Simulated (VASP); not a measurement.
Crystal: MgO (Periclase).

```
CELL_PARAMETERS angstrom
0.00000 2.10392 2.10392
2.10392 0.00000 2.10392
2.10392 2.10392 0.00000
ATOMIC_POSITIONS crystal
Mg 0.00000 0.00000 0.00000
O 0.50000 0.50000 0.50000
```

Base run:

- Program: VASP 6.6.1
- Functional: TB-mBJ
- Potentials or basis: VASP PAW PBE potentials, release 64 (Mg, O)
- Cutoff: 520 eV
- k mesh: 12 × 12 × 12
- Occupations: gaussian, width 0.03 eV
- Spin: no spin polarisation

Its results: band gap on the k mesh 6.80 eV, direct.

Question: The run is repeated on the same cell with these changes: functional from TB-mBJ to r2SCAN. What comes out?

Answer: Band gap on the k mesh 5.63 eV, direct.
